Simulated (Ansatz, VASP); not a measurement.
# TaInS3: VASP beside Ansatz, part 2 of 3

Wanted: the spread between two codes on one cell, functional and k mesh. The cell is generated by rule, not measured, and may not be a known phase. The cell is taken from a series of runs on this material, whose earlier steps may have relaxed, scaled, displaced or heated it; both programs get it as it stands.

VASP 6.6.1 and Ansatz 0.2.0.

So far: Starting point; VASP: zone-centre phonons, PBE.

**2. VASP: zone-centre phonons, PBE (continued)**

Level of this step: PBE; plane waves and PAW (In_d, Ta_pv, S); invented cell (VASP).

Parts of OUTCAR (step 2):

```text
ion  position               nearest neighbor table
   1  0.000  0.000  0.000-
   2  0.500  0.500  0.500-   3 2.43   4 2.43   5 2.43   3 2.43   4 2.43   5 2.43
   3  0.500  0.500  0.000-   2 2.43   2 2.43
   4  0.500  0.000  0.500-   2 2.43   2 2.43
   5  0.000  0.500  0.500-   2 2.43   2 2.43

  LATTYP: Found a simple cubic cell.
 ALAT       =     4.8575955774

 Subroutine GETGRP returns: Found 48 space group operations
 (whereof 48 operations were pure point group operations)

The static configuration has the point symmetry O_h .

 Found     35 irreducible k-points:

   k-points           NKPTS =     35   k-points in BZ     NKDIM =     35   number of bands    NBANDS=     27

   dimension x,y,z NGX =    36 NGY =   36 NGZ =   36
   dimension x,y,z NGXF=    72 NGYF=   72 NGZF=   72

   ENCUT  =  500.0 eV  36.75 Ry    6.06 a.u.   8.86  8.86  8.86*2*pi/ulx,y,z

   NELECT =      42.0000    total number of electrons

 k-points in reciprocal lattice and weights: Automatic mesh
   0.00000000  0.00000000  0.00000000       0.002
   0.12500000  0.00000000  0.00000000       0.012
   0.25000000  0.00000000  0.00000000       0.012
   0.37500000  0.00000000  0.00000000       0.012
   0.50000000  0.00000000  0.00000000       0.006
   0.12500000  0.12500000  0.00000000       0.023
   0.25000000  0.12500000  0.00000000       0.047
   0.37500000  0.12500000  0.00000000       0.047
   0.50000000  0.12500000  0.00000000       0.023
[...]
0.50000000  0.50000000  0.37500000       0.012
   0.50000000  0.50000000  0.50000000       0.002

 average (electrostatic) potential at core
       1 -96.0125       2 -39.6679       3 -86.7004       4 -86.7004       5 -86.7004

  Total       -0.0165235     -0.0165235     -0.0165235      0.0000000     -0.0000000      0.0000000
  in kB       -0.2309665     -0.2309665     -0.2309665      0.0000000     -0.0000000      0.0000000
  external PRESSURE =      -0.2309665 kB  Pullay stress =       0.0000000 kB

  energy-cutoff  :      500.00
  volume of cell :      114.62
      direct lattice vectors                 reciprocal lattice vectors
     4.857595577  0.000000000  0.000000000     0.205863165  0.000000000  0.000000000
[...]
POSITION                                       TOTAL-FORCE (eV/Angst)
 -----------------------------------------------------------------------------------
      0.00000      0.00000      0.00000         0.000000      0.000000      0.000000
      2.42880      2.42880      2.42880         0.000000      0.000000      0.000000
      2.42880      2.42880      0.00000         0.000000      0.000000      0.000000
      2.42880      0.00000      2.42880         0.000000      0.000000      0.000000
      0.00000      2.42880      2.42880         0.000000      0.000000      0.000000
 -----------------------------------------------------------------------------------
    total drift:                                0.000000      0.000000      0.000000

 Eigenvectors and eigenvalues of the dynamical matrix
 ----------------------------------------------------

   1 f  =    9.010272 THz    56.613210 2PiTHz  300.550329 cm-1    37.263475 meV
             X         Y         Z           dx          dy          dz
      0.000000  0.000000  0.000000     0.007736   -0.007480   -0.000000
      2.428798  2.428798  2.428798     0.071821   -0.069450   -0.000000
      2.428798  2.428798  0.000000     0.226960   -0.219467    0.000000
      2.428798  0.000000  2.428798     0.226960    0.618069   -0.000000
      0.000000  2.428798  2.428798    -0.639171   -0.219467   -0.000000

   2 f  =    9.010272 THz    56.613210 2PiTHz  300.550329 cm-1    37.263475 meV
             X         Y         Z           dx          dy          dz
      0.000000  0.000000  0.000000     0.000000   -0.000000    0.010761
      2.428798  2.428798  2.428798     0.000000   -0.000000    0.099907
      2.428798  2.428798  0.000000     0.000000   -0.000000   -0.889129
      2.428798  0.000000  2.428798     0.000000    0.000000    0.315716
      0.000000  2.428798  2.428798    -0.000000   -0.000000    0.315716

   3 f  =    9.010272 THz    56.613210 2PiTHz  300.550329 cm-1    37.263475 meV
             X         Y         Z           dx          dy          dz
      0.000000  0.000000  0.000000    -0.007480   -0.007736    0.000000
      2.428798  2.428798  2.428798    -0.069450   -0.071821    0.000000
      2.428798  2.428798  0.000000    -0.219467   -0.226960    0.000000
      2.428798  0.000000  2.428798    -0.219467    0.639171   -0.000000
      0.000000  2.428798  2.428798     0.618069   -0.226960   -0.000000

   4 f  =    3.355414 THz    21.082686 2PiTHz  111.924554 cm-1    13.876870 meV
             X         Y         Z           dx          dy          dz
      0.000000  0.000000  0.000000     0.000000   -0.000000    0.000000
      2.428798  2.428798  2.428798     0.000000    0.000000   -0.000000
      2.428798  2.428798  0.000000     0.049149    0.705266    0.000000
      2.428798  0.000000  2.428798    -0.049149   -0.000000   -0.013587
      0.000000  2.428798  2.428798    -0.000000   -0.705266    0.013587

   5 f  =    3.355414 THz    21.082686 2PiTHz  111.924554 cm-1    13.876870 meV
             X         Y         Z           dx          dy          dz
      0.000000  0.000000  0.000000     0.000000    0.000000   -0.000000
      2.428798  2.428798  2.428798     0.000000    0.000000   -0.000000
      2.428798  2.428798  0.000000     0.705233   -0.048835   -0.000000
      2.428798  0.000000  2.428798    -0.705233    0.000000    0.016185
      0.000000  2.428798  2.428798    -0.000000    0.048835   -0.016185

   6 f  =    3.355414 THz    21.082686 2PiTHz  111.924554 cm-1    13.876870 meV
             X         Y         Z           dx          dy          dz
      0.000000  0.000000  0.000000     0.000000    0.000000    0.000000
      2.428798  2.428798  2.428798     0.000000    0.000000   -0.000000
      2.428798  2.428798  0.000000     0.015205   -0.014676   -0.000000
      2.428798  0.000000  2.428798    -0.015205    0.000000   -0.706791
      0.000000  2.428798  2.428798     0.000000    0.014676    0.706791

   7 f  =    0.717698 THz     4.509431 2PiTHz   23.939835 cm-1     2.968160 meV
             X         Y         Z           dx          dy          dz
      0.000000  0.000000  0.000000    -0.321401    0.663474   -0.014324
      2.428798  2.428798  2.428798     0.293145   -0.605145    0.013065
      2.428798  2.428798  0.000000    -0.014063    0.029031    0.000850
      2.428798  0.000000  2.428798    -0.014063   -0.039350   -0.000627
      0.000000  2.428798  2.428798     0.019062    0.029031   -0.000627

   8 f  =    0.717698 THz     4.509431 2PiTHz   23.939835 cm-1     2.968160 meV
             X         Y         Z           dx          dy          dz
      0.000000  0.000000  0.000000     0.663602    0.321456   -0.000332
      2.428798  2.428798  2.428798    -0.605261   -0.293195    0.000303
      2.428798  2.428798  0.000000     0.029037    0.014066    0.000020
      2.428798  0.000000  2.428798     0.029037   -0.019065   -0.000015
      0.000000  2.428798  2.428798    -0.039358    0.014066   -0.000015

   9 f  =    0.717698 THz     4.509431 2PiTHz   23.939835 cm-1     2.968160 meV
             X         Y         Z           dx          dy          dz
      0.000000  0.000000  0.000000     0.005946   -0.013036   -0.737222
      2.428798  2.428798  2.428798    -0.005423    0.011890    0.672409
      2.428798  2.428798  0.000000     0.000260   -0.000570    0.043724
      2.428798  0.000000  2.428798     0.000260    0.000773   -0.032258
      0.000000  2.428798  2.428798    -0.000353   -0.000570   -0.032258

  10 f/i=    0.035956 THz     0.225917 2PiTHz    1.199354 cm-1     0.148701 meV
             X         Y         Z           dx          dy          dz
      0.000000  0.000000  0.000000     0.191876    0.003391    0.544981
      2.428798  2.428798  2.428798     0.213489    0.003773    0.606366
      2.428798  2.428798  0.000000     0.097019    0.001715    0.270425
      2.428798  0.000000  2.428798     0.097019    0.001683    0.275561
      0.000000  2.428798  2.428798     0.095211    0.001715    0.275561

  11 f/i=    0.035956 THz     0.225917 2PiTHz    1.199354 cm-1     0.148701 meV
             X         Y         Z           dx          dy          dz
      0.000000  0.000000  0.000000     0.018475    0.577398   -0.010098
      2.428798  2.428798  2.428798     0.020556    0.642435   -0.011235
      2.428798  2.428798  0.000000     0.009341    0.291952   -0.005011
      2.428798  0.000000  2.428798     0.009341    0.286511   -0.005106
      0.000000  2.428798  2.428798     0.009167    0.291952   -0.005106

  12 f/i=    0.035956 THz     0.225917 2PiTHz    1.199354 cm-1     0.148701 meV
             X         Y         Z           dx          dy          dz
      0.000000  0.000000  0.000000     0.544678   -0.020779   -0.191641
      2.428798  2.428798  2.428798     0.606029   -0.023120   -0.213226
      2.428798  2.428798  0.000000     0.275408   -0.010507   -0.095094
      2.428798  0.000000  2.428798     0.275408   -0.010311   -0.096900
      0.000000  2.428798  2.428798     0.270275   -0.010507   -0.096900

  13 f/i=    1.377932 THz     8.657805 2PiTHz   45.962877 cm-1     5.698668 meV
             X         Y         Z           dx          dy          dz
      0.000000  0.000000  0.000000     0.108675   -0.019928   -0.331879
      2.428798  2.428798  2.428798     0.109600   -0.020098   -0.334704
      2.428798  2.428798  0.000000    -0.174079    0.031921    0.335909
      2.428798  0.000000  2.428798    -0.174079    0.020170    0.531612
      0.000000  2.428798  2.428798    -0.109995    0.031921    0.531612

  14 f/i=    1.377932 THz     8.657805 2PiTHz   45.962877 cm-1     5.698668 meV
             X         Y         Z           dx          dy          dz
      0.000000  0.000000  0.000000     0.132510    0.322825    0.024006
      2.428798  2.428798  2.428798     0.133637    0.325573    0.024211
      2.428798  2.428798  0.000000    -0.212257   -0.517109   -0.024298
      2.428798  0.000000  2.428798    -0.212257   -0.326745   -0.038454
      0.000000  2.428798  2.428798    -0.134119   -0.517109   -0.038454

  15 f/i=    1.377932 THz     8.657805 2PiTHz   45.962877 cm-1     5.698668 meV
             X         Y         Z           dx          dy          dz
      0.000000  0.000000  0.000000     0.304929   -0.133184    0.107848
      2.428798  2.428798  2.428798     0.307525   -0.134318    0.108766
      2.428798  2.428798  0.000000    -0.488443    0.213337   -0.109157
      2.428798  0.000000  2.428798    -0.488443    0.134801   -0.172753
      0.000000  2.428798  2.428798    -0.308632    0.213337   -0.172753

 ELASTIC MODULI CONTR FROM IONIC RELAXATION (kBar)
 Direction    XX          YY          ZZ          XY          YZ          ZX
 --------------------------------------------------------------------------------
 XX           0.0000      0.0000      0.0000      0.0000      0.0000      0.0000
 YY           0.0000      0.0000      0.0000      0.0000      0.0000      0.0000
 ZZ           0.0000      0.0000      0.0000      0.0000      0.0000      0.0000
 XY           0.0000      0.0000      0.0000      0.0000      0.0000      0.0000
 YZ           0.0000      0.0000      0.0000      0.0000      0.0000      0.0000
 ZX           0.0000      0.0000      0.0000      0.0000      0.0000      0.0000
 --------------------------------------------------------------------------------
```

Energies printed during the response cycles are not total energies of the cell.

(Part 2 of 3 ends here.)

[Lines on the potential files, build, host, timing and source positions are cut from VASP's logs without a mark.]

[Logs are printed without paths, hosts, clocks, repeated set-up lines and the standing remarks that a program may print on its own settings, such as how far it seeks lower states.]

[Hosts, paths, dates, database ids (printed as entryN), source tags and the programs' standing remarks are cut or masked in the printed files.]
